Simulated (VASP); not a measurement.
OSZICAR of a VASP run on Se (relaxed from the simple-cubic structure, space group Pm-3m):

### OSZICAR
```
       N       E                     dE             d eps       ncg     rms          rms(c)
DAV:   1    -0.338912116380E+01   -0.33891E+01   -0.25928E+03  1715   0.609E+02
DAV:   2    -0.151166311358E+02   -0.11728E+02   -0.11466E+02  2338   0.767E+01
DAV:   3    -0.153180928294E+02   -0.20146E+00   -0.20041E+00  1946   0.111E+01
DAV:   4    -0.153183849604E+02   -0.29213E-03   -0.29080E-03  2534   0.493E-01
DAV:   5    -0.153183851551E+02   -0.19473E-06   -0.19594E-06  1974   0.848E-03    0.377E+00
DAV:   6    -0.139319351615E+02    0.13864E+01   -0.20076E-01  1862   0.414E+00    0.239E+00
DAV:   7    -0.144550488016E+02   -0.52311E+00   -0.17357E-01  1757   0.426E+00    0.193E-01
DAV:   8    -0.140450088356E+02    0.41004E+00   -0.14006E-01  1820   0.346E+00    0.142E-01
DAV:   9    -0.140509356119E+02   -0.59268E-02   -0.16754E-03  2156   0.493E-01    0.487E-02
DAV:  10    -0.140489070003E+02    0.20286E-02   -0.13015E-04  2009   0.126E-01    0.952E-02
DAV:  11    -0.140529478415E+02   -0.40408E-02   -0.98555E-04  1694   0.342E-01    0.436E-02
DAV:  12    -0.140531324452E+02   -0.18460E-03   -0.70102E-05  1995   0.979E-02    0.369E-02
DAV:  13    -0.140531502159E+02   -0.17771E-04   -0.23561E-06  2030   0.166E-02    0.419E-02
DAV:  14    -0.140531571441E+02   -0.69282E-05   -0.80966E-07  1925   0.983E-03    0.104E-02
DAV:  15    -0.140531695261E+02   -0.12382E-04   -0.31234E-06  1736   0.216E-02    0.237E-03
DAV:  16    -0.140531696257E+02   -0.99637E-07   -0.53271E-08  1813   0.285E-03
   1 F= -.14053170E+02 E0= -.14053170E+02  d E =0.000000E+00
       N       E                     dE             ncg
```

Problem. Which electronic solver shows in the log?

Solution. It is blocked Davidson (ALGO = Normal, or the opening steps of other solvers). The INCAR had ALGO = Normal.

Problem. Can the final energy be trusted as converged?

Solution. The calculation finished and met its thresholds. It stopped with EDIFF = 1E-7, NELM = 100 (r2SCAN meta-GGA, plane waves, VASP's PBE PAW potentials (set 64)).

The structure was generated: Se was put into the simple-cubic type (Pm-3m), which need not be its known phase. It was relaxed first.
